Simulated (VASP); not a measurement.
Input of a VASP 6.6.1 run:

Contents of INCAR:

```
SYSTEM = WC
PREC     = Accurate       ! precision mode
ENCUT    = 520            ! plane-wave cutoff, eV
EDIFF    = 1E-6           ! SCF threshold, eV
ISMEAR   = 1              ! smearing method
SIGMA    = 0.1            ! smearing width, eV
LREAL    = .FALSE.        ! projectors in reciprocal space
LASPH    = .TRUE.         ! aspherical terms in the spheres
NELM     = 80             ! most SCF steps
ALGO     = Normal         ! electronic algorithm
ISIF     = 2              ! what is computed and relaxed
LWAVE    = .FALSE.        ! write WAVECAR
LCHARG   = .FALSE.        ! write CHGCAR
GGA      = CA             ! functional
NBANDS   = 16             ! bands
ICORELEVEL= 1
```

KPOINTS

```
Automatic mesh
0
G
  14 10 28
  0 0 0
```

POSCAR

```
WC
1.0
    2.8895377300      0.0000000000      0.0000000000
   -1.4447685900      3.7686103400      0.0000000000
    0.0000000000     -2.1069707900      1.8711028800
W C
1 1
Direct
    0.0000000000      0.0000000000      0.0000000000
    0.3333340000      0.6666670000      0.1666670000
```

Potentials or basis: VASP PAW LDA potentials, release 64 (W_sv, C).

The run is started by

```console
$ cat potpaw_LDA.64/W_sv/POTCAR potpaw_LDA.64/C/POTCAR > POTCAR
$ mpirun -np 1 vasp_std > vasp.out
```

**Question.** Estimate the pressure.

**Answer.** 0.1 GPa.

**Question.** What does it give for the band gap on the k mesh?

**Answer.** None (metal or under the smearing width).

Core levels (eV, on the scale of the bands):
```tsv
atom	levels
1 W	1s -68974.4, 2s -11903.9, 2p -10424.4, 3s -2729.8, 3p -2290.7, 3d -1783.8, 4s -549.0, 4p -404.7, 4d -221.2, 4f -17.0
2 C	1s -250.9
```

Spin-orbit coupling is left out, which matters for the levels of W.
